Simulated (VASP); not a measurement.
Here is the system:

```xyz
3
Lattice="3.8451 0.0000 0.0000 -1.9225 3.3299 0.0000 0.0000 0.0000 5.9914" Properties=species:S:1:pos:R:3 pbc="T T T"
Sn     0.0000     0.0000     0.0000
Se     0.0000     2.2200     1.4978
Se     1.9225     1.1100     4.4935
```

Calculation: PBE GGA with D3 dispersion (Becke-Johnson damping), VASP's PBE PAW potentials (set 64) (plane waves; VASP 6.6.1). Numerical set-up: PREC = Normal, EDIFF = 1E-5, 400 eV cut-off, 9×9×5 Γ-centred mesh, Gaussian smearing of 0.050 eV, potentials Sn_d Se.

The ions are relaxed. What does this cell relax into?

```xyz
3
Lattice="3.8451 0.0000 0.0000 -1.9225 3.3299 0.0000 0.0000 0.0000 5.9914" Properties=species:S:1:pos:R:3 pbc="T T T"
Sn     0.0000     0.0000     0.0000
Se     0.0000     2.2200     1.5928
Se     1.9225     1.1100     4.3986
```
Space group P-3m1 (164), at a tolerance of 0.03 Å.

How much energy does the relaxation gain?

The energy (σ→0) changes by -30.0 meV/atom, in 3 ionic steps.

The compound is SnSe2 in the 1T layered structure. This run relaxes the ions in a fixed cell. Symmetry was kept, so distortions that lower it aren't found.
